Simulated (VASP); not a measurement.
Here is the system:

```
CELL_PARAMETERS angstrom
      1.53741    -2.66287     0.00000
      1.53741     2.66287     0.00000
      0.00000     0.00000     3.40004
ATOMIC_POSITIONS crystal
  Hf 0.00000 0.00000 0.00000
  B  0.33333 0.66667 0.50000
  B  0.66667 0.33333 0.50000
```

All values below come from PBE GGA, VASP's PBE PAW potentials (set 64) (plane waves; VASP). Run with 600 eV cut-off, 10×10×8 Γ-centred mesh, first-order Methfessel-Paxton smearing of 0.10 eV, potentials Hf_pv B.

Unless said otherwise, spin-orbit coupling is left out, though it shifts the bands of the heavy elements here.

**Question.** Estimate the energy per atom (σ→0), pressure, band gap (on the k-mesh) with the smallest direct gap where there is one.

**Answer.** 
| Property | Result |
|---|---|
| band gap (on the k-mesh) | none (metal, semimetal or under 0.01 eV) |
| energy per atom (σ→0) | -8.761 eV/atom |
| pressure | 20.01 GPa |

Only differences to runs with the same potentials and settings are physical.

The compound is HfB2 in the AlB2 type structure. It was relaxed first under an external pressure of 20 GPa.
